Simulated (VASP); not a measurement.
VASP 6 on Si, 64 atoms, HSE06, 300 eV, 1×1×1 Γ-centred mesh, vasp_gam. Each run had one machine to itself; times are medians of up to 3 turns, which differed by up to 1 %. Differences under about 10 % mean little, and other builds and machines will differ.

INCAR of the first run: PREC = Normal; ENCUT = 300; EDIFF = 1E-5; NELM = 80; ALGO = Normal; LREAL = Auto; LASPH = .TRUE.; ISMEAR = 0; SIGMA = 0.05; GGA = PE; HFSCREEN = 0.2; AEXX = 0.25; LHFCALC = .TRUE.; PRECFOCK = Fast; ISYM = 0; LWAVE = .FALSE.; LCHARG = .FALSE.; NCORE = 4

**Question.** Which of these is fastest: 32 ranks, ALGO = Normal; 32 ranks, ALGO = All; 32 ranks, ALGO = Damped?

**Answer.** 32 ranks, ALGO = Normal, at 11 s against 13 s for the slowest, 32 ranks, ALGO = All.
```csv
run,seconds to convergence,electronic steps
"32 ranks, ALGO = Normal",11,21
"32 ranks, ALGO = All",13,15
"32 ranks, ALGO = Damped",13,24
```

Runs that failed, blew up or ran out of time are left out.

The cell is a supercell.
